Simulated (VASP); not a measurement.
The cell holds one Sr (fcc) (100) slab, with vacuum along c, ions free to move until forces fall under 0.03 eV/Å, no reconstruction beyond this cell, dipole correction on.

Here is the system:

```yaml
crystal:
  lattice:
    - [4.30917, 0.00000, 0.00000]
    - [0.00000, 4.30917, 0.00000]
    - [0.00000, 0.00000, 27.22296]
  atoms:
    - { symbol: Sr, position: [0.00000, 0.50000, 0.33134] }
    - { symbol: Sr, position: [0.50000, 0.00000, 0.44342] }
    - { symbol: Sr, position: [0.00000, 0.50000, 0.55658] }
    - { symbol: Sr, position: [0.50000, 0.00000, 0.66866] }
```

All values below come from r2SCAN meta-GGA, VASP's PBE PAW potentials (set 64) (plane waves; VASP 6.6.1). Run with 400 eV cut-off, 7×7×1 Γ-centred mesh, first-order Methfessel-Paxton smearing of 0.10 eV, potentials Sr_sv.

Slab and bulk use different k-meshes, so the surface energy is good to a few per cent at best.

| Property | Value |
|---|---|
| surface energy | 0.37 J/m² |
| work function | 2.57 eV |
| band gap (on the k-mesh) | none (metal, semimetal or under 0.01 eV) |

The cell is a thin slab with vacuum, built from Sr (fcc): (100) face.
